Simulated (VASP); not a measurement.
A run of VASP 6.6.1 is set up as follows.

The input POSCAR:

```
Ba2Tl5V3O12                             
1.0
    8.2768671840      0.0000209180      0.0000224938
   -4.1384205517      7.1679950990     -0.0000224938
    0.0000191669     -0.0000110660      7.0913385107
  Ba              V               Tl              O             
     2     3     5    12
Direct
     0.9999997071643294    0.0000002928356690    0.2333615816667015
     0.0000002928356707    0.9999997071643308    0.7666384183332983
     0.5000000000000000    0.0000000000000000    0.0000000000000000
     0.0000000000000000    0.5000000000000000    0.0000000000000000
     0.5000000000000000    0.5000000000000000    0.0000000000000000
     0.5000000000000000    0.0000000000000000    0.5000000000000000
     0.0000000000000000    0.5000000000000000    0.5000000000000000
     0.5000000000000000    0.5000000000000000    0.5000000000000000
     0.3333329976953960    0.6666670023046175    0.2229923496812145
     0.6666670023046041    0.3333329976953826    0.7770076503187855
     0.3416689955552963    0.3443936681797702    0.8180712515241064
     0.6556073452354899    0.9972755651089193    0.8180711265809232
     0.0027251562584151    0.6583314449991946    0.8180713400073234
     0.3443936681891183    0.3416689955393731    0.1819287484758951
     0.9972755651248477    0.6556073452607678    0.1819288734190770
     0.6583314449739153    0.0027251562490572    0.1819286599926749
     0.6583310044447037    0.6556063318202299    0.1819287484758938
     0.3443926547645099    0.0027244348910807    0.1819288734190767
     0.9972748437415849    0.3416685550008053    0.1819286599926765
     0.6556063318108816    0.6583310044606268    0.8180712515241049
     0.0027244348751521    0.3443926547392321    0.8180711265809230
     0.3416685550260848    0.9972748437509430    0.8180713400073251
```

File INCAR.step1:

```
SYSTEM = Ba2Tl5V3O12
ALGO = Normal ; EDIFF = 1E-7
ENCUT = 520 ; GGA = RE
ISIF = 2 ; ISMEAR = -1
ISPIN = 2 ; KPAR = 4
LASPH = .True. ; LCHARG = .True.
LMAXMIX = 4 ; LORBIT = 11
LREAL = .False. ; LWAVE = .False.
MAGMOM = 0 0 2 2 2 0 0 0 0 0 0 0 0 0 0 0 0 0 0 0 0 0 ; NBANDS = 119
NELM = 100 ; PREC = Accurate
SIGMA = 0.05
```

KPOINTS.step1

```
k-points
0
Gamma
  4 4 4
  0 0 0
```

File INCAR.step2:

```
SYSTEM = Ba2Tl5V3O12
ALGO = Normal ; EDIFF = 1E-7
ENCUT = 520 ; GGA = RE
ICHARG = 11 ; ISIF = 2
ISMEAR = 0 ; ISPIN = 2
KPAR = 4 ; LASPH = .True.
LCHARG = .False. ; LMAXMIX = 4
LORBIT = 11 ; LREAL = .False.
LWAVE = .False. ; MAGMOM = 0 0 2 2 2 0 0 0 0 0 0 0 0 0 0 0 0 0 0 0 0 0
NBANDS = 119 ; NELM = 100
PREC = Accurate ; SIGMA = 0.05
```

The input KPOINTS.step2:

```
path GMKGALHA,LM,KH
20
line-mode
reciprocal
 0.0000000000  0.0000000000  0.0000000000  G
 0.5000000000  0.0000000000  0.0000000000  M

 0.5000000000  0.0000000000  0.0000000000  M
 0.3333333333  0.3333333333  0.0000000000  K

 0.3333333333  0.3333333333  0.0000000000  K
 0.0000000000  0.0000000000  0.0000000000  G

 0.0000000000  0.0000000000  0.0000000000  G
 0.0000000000  0.0000000000  0.5000000000  A

 0.0000000000  0.0000000000  0.5000000000  A
 0.5000000000  0.0000000000  0.5000000000  L

 0.5000000000  0.0000000000  0.5000000000  L
 0.3333333333  0.3333333333  0.5000000000  H

 0.3333333333  0.3333333333  0.5000000000  H
 0.0000000000  0.0000000000  0.5000000000  A

 0.5000000000  0.0000000000  0.5000000000  L
 0.5000000000  0.0000000000  0.0000000000  M

 0.3333333333  0.3333333333  0.0000000000  K
 0.3333333333  0.3333333333  0.5000000000  H
```

Potentials or basis: VASP PAW PBE potentials, release 64 (Ba_sv, V_sv, Tl_d, O).

Launch:

```console
$ cat potpaw_PBE.64/Ba_sv/POTCAR potpaw_PBE.64/V_sv/POTCAR potpaw_PBE.64/Tl_d/POTCAR potpaw_PBE.64/O/POTCAR > POTCAR
$ cp INCAR.step1 INCAR
$ cp KPOINTS.step1 KPOINTS
$ mpirun -np 4 vasp_std > vasp.out
$ cp INCAR.step2 INCAR
$ cp KPOINTS.step2 KPOINTS
$ mpirun -np 4 vasp_std > vasp.out
```

(1) What does it give for the band gap along the path?

(2) Predict the net moment.

Answers

(1) none (metal or under the smearing width).

(2) 0.00 μB per cell.

Caveat: spin-orbit coupling is left out, which moves the levels of the heavy elements; semilocal functionals often make such compounds metallic where correlation or magnetic order opens a gap, which also shifts bond lengths.
